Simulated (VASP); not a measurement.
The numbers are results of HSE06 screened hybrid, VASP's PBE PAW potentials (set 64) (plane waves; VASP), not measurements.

The input files of a VASP run:

**KPOINTS**
```
Automatic mesh
0
Gamma
1 1 1
0 0 0
```

**POSCAR**
```
CoSi63
10.9370750
  0.9999999726   0.0000000000   0.0000000000
  0.0000000000   0.9999999726   0.0000000000
  0.0000000000   0.0000000000   0.9999999726
Si Co
63 1
Direct
  0.5001689091   0.0000728995   0.0004891851
  0.6252615188   0.1256978581   0.1271672442
  0.7500277284   0.2493660515   0.0000890524
  0.8753561698   0.3736648506   0.1249173108
  0.7489897488   0.9989724806   0.2513569628
  0.8733439745   0.1254754906   0.3752795605
  0.0000590575   0.9998171060   0.0003018029
  0.1256686957   0.1248387235   0.1258377643
  0.2501657302   0.2495037485   0.0000057067
  0.3745896442   0.3753008301   0.1251096852
  0.5001716321   0.5000342628   0.0002208313
  0.6254981966   0.6250356652   0.1249723375
  0.7499502772   0.7506970656   0.9997270293
  0.8743499722   0.8752327201   0.1257865501
  0.2512012275   0.0013916445   0.2514898482
  0.3760872730   0.1277967872   0.3761180029
  0.5012043379   0.2548064498   0.2526628904
  0.6208966897   0.3878021975   0.3792954823
  0.7506639455   0.4995419555   0.2494447412
  0.8751742058   0.6247589070   0.3747416992
  0.5001530092   0.0000977713   0.5002978829
  0.6242350462   0.1278594770   0.6242395359
  0.7475397668   0.2548062805   0.4987866784
  0.8750479221   0.3752321328   0.6254932524
  0.7487593179   0.0010840306   0.7488355805
  0.8745503378   0.1244833684   0.8744310932
  0.9998489172   0.5000165038   0.0006088646
  0.1246597462   0.6264666946   0.1247506392
  0.2501712904   0.7507960737   0.0001122623
  0.3746973721   0.8748644258   0.1269578041
  0.0000676330   0.2495129674   0.2504975240
  0.1252302094   0.3753903729   0.3747783726
  0.2494890469   0.5007514801   0.2494289597
  0.3794024631   0.6133752057   0.3786406815
  0.4988185793   0.7458225502   0.2521658168
  0.6240681487   0.8724802437   0.3758435190
  0.9999618628   0.9999982891   0.5005585149
  0.1270343113   0.1256911959   0.6251968031
  0.2527053049   0.2547795150   0.5013584285
  0.3788410679   0.3869360892   0.6223835019
  0.6204441687   0.6125052788   0.6208262872
  0.7472133489   0.7452372320   0.5010099026
  0.8727876862   0.8743569263   0.6250529933
  0.2510983294   0.9989335789   0.7489777815
  0.3750190256   0.1252101677   0.8734959697
  0.4988833944   0.2543082765   0.7481180235
  0.6255495027   0.3751975435   0.8751957161
  0.7504538302   0.5005083823   0.7504939187
  0.8755177881   0.6259713169   0.8754331878
  0.0001272449   0.7507338380   0.2503854582
  0.1268095622   0.8747933415   0.3752253798
  0.0002061505   0.5000683637   0.5002610858
  0.1252199619   0.6249409603   0.6254643953
  0.2526675087   0.7456243410   0.4987304336
  0.3757867996   0.8724955878   0.6242514735
  0.0000634195   0.2494556336   0.7499365006
  0.1241845534   0.3739196215   0.8758198592
  0.2489827520   0.4994575543   0.7512915940
  0.3746334741   0.6248588964   0.8752984637
  0.5009177583   0.7453819339   0.7474790418
  0.6248635094   0.8745834810   0.8731258349
  0.9998211252   0.7505804671   0.7497531980
  0.1255300335   0.8752310226   0.8743550498
  0.4989487851   0.4994578927   0.5003450483
```

### INCAR
```
! general
SYSTEM  =CoSi63
PREC    =Normal
ENCUT   =400   ! plane-wave cut-off (eV)
LREAL   =Auto
LASPH   =.TRUE.
ISYM    =0
NELECT  =262.0

! electronic loop
EDIFF   =1E-5
NELM    =50   ! most electronic steps
NELMIN  =4
ALGO    =Normal
LMAXMIX =4   ! l cut-off of mixed one-centre charges

! smearing
ISMEAR  =0
SIGMA   =0.05   ! width (eV)

! functional
GGA     =PE   ! PBE
LHFCALC =.TRUE.
AEXX    =0.25
HFSCREEN=0.2   ! 1/Angstrom
PRECFOCK=Fast

! spin
ISPIN   =2
MAGMOM  =63*0.0 3.0

! ions
ISIF    =0

! output
LWAVE   =.FALSE.
LCHARG  =.FALSE.
LORBIT  =10
```

POTCAR, in this order: Si Co (PBE.64 set). Program: vasp_gam. Read from the step before: WAVECAR.

The run wrote:

**OSZICAR**
```
       N       E                     dE             d eps       ncg     rms          rms(c)
DAV:   1    -0.392068994031E+03   -0.39207E+03   -0.13271E+01   800   0.993E+00    0.193E+01
DAV:   2    -0.392972790527E+03   -0.90380E+00   -0.45666E+00   880   0.137E+01    0.154E+01
DAV:   3    -0.395970832620E+03   -0.29980E+01   -0.27908E+01   804   0.302E+01    0.194E+01
DAV:   4    -0.410495715344E+03   -0.14525E+02   -0.95029E+01   812   0.646E+01    0.477E+01
DAV:   5    -0.496579321602E+03   -0.86084E+02   -0.32078E+02   888   0.687E+01    0.137E+02
DAV:   6    -0.394012735009E+03    0.10257E+03   -0.42055E+02   764   0.578E+01    0.679E+01
DAV:   7    -0.487894363556E+03   -0.93882E+02   -0.99877E+01   712   0.690E+01    0.114E+02
DAV:   8    -0.406630703842E+03    0.81264E+02   -0.51810E+02   808   0.491E+01    0.872E+01
DAV:   9    -0.494215318935E+03   -0.87585E+02   -0.17638E+02   808   0.589E+01    0.988E+01
DAV:  10    -0.398242142238E+03    0.95973E+02   -0.55765E+02   758   0.445E+01    0.920E+01
DAV:  11    -0.495763908578E+03   -0.97522E+02   -0.22634E+02   888   0.633E+01    0.968E+01
DAV:  12    -0.399521784701E+03    0.96242E+02   -0.43466E+02   828   0.511E+01    0.918E+01
DAV:  13    -0.487551754243E+03   -0.88030E+02   -0.13515E+02   712   0.708E+01    0.967E+01
DAV:  14    -0.406382893298E+03    0.81169E+02   -0.55817E+02   808   0.464E+01    0.956E+01
DAV:  15    -0.496413364531E+03   -0.90030E+02   -0.23809E+02   872   0.600E+01    0.951E+01
DAV:  16    -0.399924765742E+03    0.96489E+02   -0.45420E+02   844   0.515E+01    0.942E+01
DAV:  17    -0.491152933784E+03   -0.91228E+02   -0.11362E+02   752   0.678E+01    0.992E+01
DAV:  18    -0.404326975837E+03    0.86826E+02   -0.57031E+02   816   0.471E+01    0.975E+01
DAV:  19    -0.495907382132E+03   -0.91580E+02   -0.24641E+02   912   0.609E+01    0.918E+01
DAV:  20    -0.399309169461E+03    0.96598E+02   -0.46927E+02   796   0.502E+01    0.936E+01
DAV:  21    -0.488750103468E+03   -0.89441E+02   -0.16692E+02   768   0.681E+01    0.927E+01
DAV:  22    -0.404215598981E+03    0.84535E+02   -0.51714E+02   822   0.475E+01    0.946E+01
DAV:  23    -0.493972261690E+03   -0.89757E+02   -0.21289E+02   832   0.633E+01    0.101E+02
DAV:  24    -0.401920535647E+03    0.92052E+02   -0.50297E+02   804   0.494E+01    0.965E+01
DAV:  25    -0.491430712058E+03   -0.89510E+02   -0.15632E+02   760   0.680E+01    0.102E+02
DAV:  26    -0.403189735572E+03    0.88241E+02   -0.56850E+02   794   0.466E+01    0.994E+01
DAV:  27    -0.493003273341E+03   -0.89814E+02   -0.20504E+02   856   0.628E+01    0.955E+01
DAV:  28    -0.397531758739E+03    0.95472E+02   -0.52148E+02   828   0.495E+01    0.970E+01
DAV:  29    -0.490028595853E+03   -0.92497E+02   -0.20128E+02   816   0.695E+01    0.925E+01
DAV:  30    -0.403374115576E+03    0.86654E+02   -0.48389E+02   804   0.495E+01    0.954E+01
DAV:  31    -0.492240204946E+03   -0.88866E+02   -0.17747E+02   776   0.648E+01    0.960E+01
DAV:  32    -0.403574803665E+03    0.88665E+02   -0.54516E+02   818   0.457E+01    0.968E+01
DAV:  33    -0.494347422026E+03   -0.90773E+02   -0.19843E+02   896   0.625E+01    0.942E+01
DAV:  34    -0.400701123550E+03    0.93646E+02   -0.48806E+02   828   0.495E+01    0.945E+01
DAV:  35    -0.490916352974E+03   -0.90215E+02   -0.16237E+02   808   0.680E+01    0.939E+01
DAV:  36    -0.404277532744E+03    0.86639E+02   -0.51330E+02   804   0.477E+01    0.948E+01
DAV:  37    -0.493860839648E+03   -0.89583E+02   -0.19507E+02   848   0.637E+01    0.935E+01
DAV:  38    -0.402033401937E+03    0.91827E+02   -0.50881E+02   812   0.493E+01    0.943E+01
DAV:  39    -0.492372209172E+03   -0.90339E+02   -0.18860E+02   808   0.663E+01    0.970E+01
DAV:  40    -0.402829721324E+03    0.89542E+02   -0.53976E+02   812   0.472E+01    0.955E+01
DAV:  41    -0.491198668449E+03   -0.88369E+02   -0.20996E+02   880   0.647E+01    0.961E+01
DAV:  42    -0.400669821235E+03    0.90529E+02   -0.50543E+02   812   0.498E+01    0.956E+01
DAV:  43    -0.581111107063E+03   -0.18044E+03   -0.18579E+02   884   0.658E+01    0.154E+02
DAV:  44    -0.594391398959E+03   -0.13280E+02   -0.16798E+03   942   0.704E+01    0.156E+02
DAV:  45    -0.377489019145E+04   -0.31805E+04   -0.42539E+03  1016   0.469E+01    0.565E+02
DAV:  46    -0.395745594215E+04   -0.18257E+03   -0.17071E+04  1004   0.579E+02    0.538E+02
DAV:  47    -0.157997156254E+04    0.23775E+04   -0.13080E+03   950   0.642E+01    0.324E+02
DAV:  48    -0.348912861197E+04   -0.19092E+04   -0.55284E+03   968   0.904E+01    0.341E+02
DAV:  49    -0.549747105507E+04   -0.20083E+04   -0.85149E+03   948   0.244E+02    0.241E+02
DAV:  50    -0.565943477882E+04   -0.16196E+03   -0.34446E+03   886   0.778E+01
   1 F= -.56594348E+04 E0= -.56594193E+04  d E =-.308658E-01  mag=   -20.1456
```

File OUTCAR:
```
------------------------ aborting loop EDIFF was not reached (unconverged)  ----------------------------
  volume of cell :     1308.29
      direct lattice vectors                 reciprocal lattice vectors
    10.937074700  0.000000000  0.000000000     0.091432127  0.000000000  0.000000000
     0.000000000 10.937074700  0.000000000     0.000000000  0.091432127  0.000000000
     0.000000000  0.000000000 10.937074700     0.000000000  0.000000000  0.091432127
 POSITION                                       TOTAL-FORCE (eV/Angst)
 -----------------------------------------------------------------------------------
      5.47038      0.00080      0.00535        11.030867     -7.575877     32.516096
      6.83853      1.37477      1.39084       -16.915184    -67.863969     39.442242
      8.20311      2.72734      0.00097         3.445579     29.291929    -33.324521
      9.57384      4.08680      1.36623         1.091869      2.398059     10.783834
      8.19176     10.92584      2.74911        15.249988      8.900157    -71.207416
      9.55183      1.37233      4.10446        -5.068683     -9.070482     -0.684204
      0.00065     10.93507      0.00330       -37.550384    -11.021753    -12.679209
      1.37445      1.36537      1.37630        50.506257      2.205230     32.541139
      2.73608      2.72884      0.00006       -26.728009      2.480692    -12.982637
      4.09691      4.10469      1.36833        11.662801    -10.278836    -14.907785
      5.47041      5.46891      0.00242        -9.853348    -34.130974    -41.047926
      6.84112      6.83606      1.36683        10.941186     14.183373     34.770622
      8.20226      8.21043     10.93409        97.776652     32.076960      1.951347
      9.56283      9.57249      1.37574       -44.398491    -69.355404     38.347120
      2.74741      0.01522      2.75056         6.219527     29.537429     23.512924
      4.11329      1.39772      4.11363       -48.111113    -28.989167     31.929001
      5.48171      2.78684      2.76339       -14.424440      7.069720      2.669217
      6.79079      4.24142      4.14838       -54.050370    -26.416852     11.957807
      8.21007      5.46353      2.72820       -12.897091     37.916347    -30.949685
      9.57185      6.83303      4.09858        20.638595     59.987283     82.259852
      5.47021      0.00107      5.47180        25.996222      8.062290    -26.173534
      6.82731      1.39841      6.82735        36.039094     -9.666317    -13.336194
      8.17590      2.78684      5.45527       -32.261311     -0.119466     -3.670568
      9.57046      4.10394      6.84107        -3.531029     -2.308112     30.897362
      8.18924      0.01186      8.19007        39.017349     18.748965     33.483139
      9.56502      1.36148      9.56372        27.003478    -39.424976    -19.652853
     10.93542      5.46872      0.00666        15.970828    -13.383365      3.429226
      1.36341      6.85171      1.36441         3.569101     13.790611      4.605556
      2.73614      8.21151      0.00123         9.878352     17.220869    -14.713527
      4.09809      9.56846      1.38855         0.216977      3.167853    -40.961241
      0.00074      2.72894      2.73971        -0.799961    -23.200725     -2.362024
      1.36965      4.10567      4.09898         1.590075     11.419911     31.018289
      2.72868      5.47676      2.72802        27.939050      6.101827    -14.098793
      4.14955      6.70853      4.14122        51.565259    -12.645336     77.760945
      5.45562      8.15712      2.75796        -6.120213    -15.911336     14.454245
      6.82548      9.54238      4.11063        -2.320195     10.206760    -26.318425
     10.93666     10.93706      5.47465        43.731976      0.607874    -16.418539
      1.38938      1.37469      6.83782        40.678725     40.201704      6.614400
      2.76386      2.78654      5.48339       -25.853967    -66.658747     34.336057
      4.14341      4.23195      6.80705        -0.131909    -13.701642    -27.565808
      6.78584      6.69902      6.79002       -21.097206     25.690831     53.025869
      8.17233      8.15072      5.47958       -33.881346    -30.453392     14.918551
      9.54574      9.56291      6.83625        -4.304000    -10.574149    -33.515610
      2.74628     10.92541      8.19163       -24.915402     -5.630632     12.510056
      4.10161      1.36943      9.55349       -22.043601     33.676986    -46.671301
      5.45632      2.78139      8.18222       -42.380131      7.528068      6.589637
      6.84168      4.10356      9.57208        25.678556     -7.286419    -18.647279
      8.20777      5.47410      8.20821       -13.402220     13.271080    -15.207478
      9.57560      6.84630      9.57468       -37.733794     90.616952     61.192626
      0.00139      8.21083      2.73848       -39.548909     57.508586    -77.011930
      1.38693      9.56768      4.10387        -1.055090     -5.286906     10.055393
      0.00225      5.46929      5.47139       -17.691535     30.484554    -86.518414
      1.36954      6.83503      6.84075       -16.197904     22.977798     11.671958
      2.76344      8.15495      5.45465        -2.501842     29.834852      2.526668
      4.11001      9.54255      6.82748       -44.072470      9.197517    -33.222393
      0.00069      2.72831      8.20211        12.910292     14.588720    -12.523583
      1.35822      4.08959      9.57891        72.317628    -30.086634    -50.116019
      2.72314      5.46260      8.21693       -61.644106     32.156264     -4.267893
      4.09739      6.83413      9.57320        -9.933786     30.965832     32.890531
      5.47857      8.15230      8.17523        37.060823    -31.138012    -60.340297
      6.83418      9.56538      9.54944        32.830378    -19.341270      5.623927
     10.93512      8.20915      8.20011        -6.779903    -10.891791      0.868700
      1.37293      9.57247      9.56289        -7.950968    -27.596795     32.676399
      5.45704      5.46261      5.47231        15.592428   -114.064549     37.266346
 -----------------------------------------------------------------------------------
    total drift:                              252.446190     15.493702     21.675256
  FREE ENERGIE OF THE ION-ELECTRON SYSTEM (eV)
  ---------------------------------------------------
  free  energy   TOTEN  =     -5659.4347788169 eV

  energy  without entropy=    -5659.4039129954  energy(sigma->0) =    -5659.41934591

  exchange ACFDT corr.  =         0.00000000  see jH, gK, PRB 81, 115126

 total charge

# of ion       s       p       d       tot
------------------------------------------
    1        0.900   0.696   0.000   1.596
    2        1.159   0.580   0.000   1.738
    3        0.974   0.604   0.000   1.578
    4        0.806   0.704   0.000   1.510
    5        0.924   0.668   0.000   1.592
    6        0.892   0.701   0.000   1.594
    7        1.523   0.572   0.000   2.095
    8        1.253   0.639   0.000   1.892
    9        0.991   0.688   0.000   1.679
   10        1.022   0.634   0.000   1.656
   11        1.068   0.673   0.000   1.741
   12        1.319   0.540   0.000   1.859
   13        1.361   0.551   0.000   1.911
   14        1.327   0.563   0.000   1.889
   15        1.020   0.741   0.000   1.761
   16        1.396   0.602   0.000   1.998
   17        0.909   0.658   0.000   1.567
   18        1.447   0.390   0.000   1.837
   19        0.978   0.596   0.000   1.574
   20        1.330   0.637   0.000   1.966
   21        0.860   0.748   0.000   1.608
   22        1.033   0.644   0.000   1.677
   23        0.961   0.679   0.000   1.640
   24        1.105   0.765   0.000   1.870
...
```
(Selected blocks of OUTCAR.)

File stdout:
```
...
DAV:  31    -0.492240204946E+03   -0.88866E+02   -0.17747E+02   776   0.648E+01    0.960E+01
DAV:  32    -0.403574803665E+03    0.88665E+02   -0.54516E+02   818   0.457E+01    0.968E+01
DAV:  33    -0.494347422026E+03   -0.90773E+02   -0.19843E+02   896   0.625E+01    0.942E+01
DAV:  34    -0.400701123550E+03    0.93646E+02   -0.48806E+02   828   0.495E+01    0.945E+01
DAV:  35    -0.490916352974E+03   -0.90215E+02   -0.16237E+02   808   0.680E+01    0.939E+01
DAV:  36    -0.404277532744E+03    0.86639E+02   -0.51330E+02   804   0.477E+01    0.948E+01
DAV:  37    -0.493860839648E+03   -0.89583E+02   -0.19507E+02   848   0.637E+01    0.935E+01
DAV:  38    -0.402033401937E+03    0.91827E+02   -0.50881E+02   812   0.493E+01    0.943E+01
DAV:  39    -0.492372209172E+03   -0.90339E+02   -0.18860E+02   808   0.663E+01    0.970E+01
DAV:  40    -0.402829721324E+03    0.89542E+02   -0.53976E+02   812   0.472E+01    0.955E+01
DAV:  41    -0.491198668449E+03   -0.88369E+02   -0.20996E+02   880   0.647E+01    0.961E+01
DAV:  42    -0.400669821235E+03    0.90529E+02   -0.50543E+02   812   0.498E+01    0.956E+01
DAV:  43    -0.581111107063E+03   -0.18044E+03   -0.18579E+02   884   0.658E+01    0.154E+02
DAV:  44    -0.594391398959E+03   -0.13280E+02   -0.16798E+03   942   0.704E+01    0.156E+02
DAV:  45    -0.377489019145E+04   -0.31805E+04   -0.42539E+03  1016   0.469E+01    0.565E+02
DAV:  46    -0.395745594215E+04   -0.18257E+03   -0.17071E+04  1004   0.579E+02    0.538E+02
DAV:  47    -0.157997156254E+04    0.23775E+04   -0.13080E+03   950   0.642E+01    0.324E+02
DAV:  48    -0.348912861197E+04   -0.19092E+04   -0.55284E+03   968   0.904E+01    0.341E+02
DAV:  49    -0.549747105507E+04   -0.20083E+04   -0.85149E+03   948   0.244E+02    0.241E+02
DAV:  50    -0.565943477882E+04   -0.16196E+03   -0.34446E+03   886   0.778E+01

 -----------------------------------------------------------------------------
|                                                                             |
|           W    W    AA    RRRRR   N    N  II  N    N   GGGG   !!!           |
|           W    W   A  A   R    R  NN   N  II  NN   N  G    G  !!!           |
|           W    W  A    A  R    R  N N  N  II  N N  N  G       !!!           |
|           W WW W  AAAAAA  RRRRR   N  N N  II  N  N N  G  GGG   !            |
|           WW  WW  A    A  R   R   N   NN  II  N   NN  G    G                |
|           W    W  A    A  R    R  N    N  II  N    N   GGGG   !!!           |
|                                                                             |
|     The electronic self-consistency was not achieved in the given           |
|     number of steps (NELM). The forces and other quantities evaluated       |
|     might not be reliable so examine the results carefully. If you find     |
|     spurious results, we suggest increasing NELM, if you were close to      |
|     convergence or switching to a different ALGO or adjusting the           |
|     density mixing parameters otherwise.                                    |
|                                                                             |
 -----------------------------------------------------------------------------

   1 F= -.56594348E+04 E0= -.56594193E+04  d E =-.308658E-01  mag=   -20.1456
```

Convergence was not reached.

The cell is charged, with a uniform compensating background. The supercell is sampled at Γ alone, which is coarse: total energies, pressure and levels can be off, energies of defects by several tenths of an eV.

The cell is a supercell with a defect, built from Si (diamond): Co_Si, charge -1. The cell's shape comes from a PBE relaxation.
